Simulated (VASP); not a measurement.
Method: PBE GGA, VASP's PBE PAW potentials (set 64) (plane waves; VASP).

VASP ran on this input.

File POSCAR:
```
MgS
3.7125190
  0.0000000000   0.6931846005   0.7207602170
  0.6811526082   0.0000000000   0.7207602170
  0.6811526082   0.6931846005   0.0000000000
Mg S
1 1
Cart
  0.0000000000   0.0000000000   0.0000000000
  0.6975574877   0.6931846005   0.7207602170
```

**INCAR**
```
SYSTEM = MgS
PREC = Accurate
ENCUT = 400
EDIFF = 1E-6
NELM = 100
ALGO = Normal
LREAL = .FALSE.
LASPH = .TRUE.
ISMEAR = 0
SIGMA = 0.05
GGA = PE
LWAVE = .FALSE.
LCHARG = .FALSE.
ISIF = 2
KSPACING = 0.5
KGAMMA = .TRUE.
```

POTCAR, in this order: Mg S (PBE.64 set). Program: vasp_std.

Q: What will the output report for the number of irreducible k-points (NKPTS), number of bands (NBANDS), largest plane-wave count, number of space-group operations, FFT grid (NGX, NGY, NGZ)?

A: 
```
Property                                      Result
--------------------------------------  ------------
number of irreducible k-points (NKPTS)            27
number of bands (NBANDS)                           8
largest plane-wave count                         643
number of space-group operations                   4
FFT grid (NGX, NGY, NGZ)                24 × 24 × 24
```

The compound is MgS in the rock salt structure. The cell was not relaxed at this level, atoms are displaced from their ideal sites. The run is one of a series of settings (KGAMMA = .TRUE., KSPACING = 0.5, KPOINTS file removed against the base run), some of them coarse on purpose.
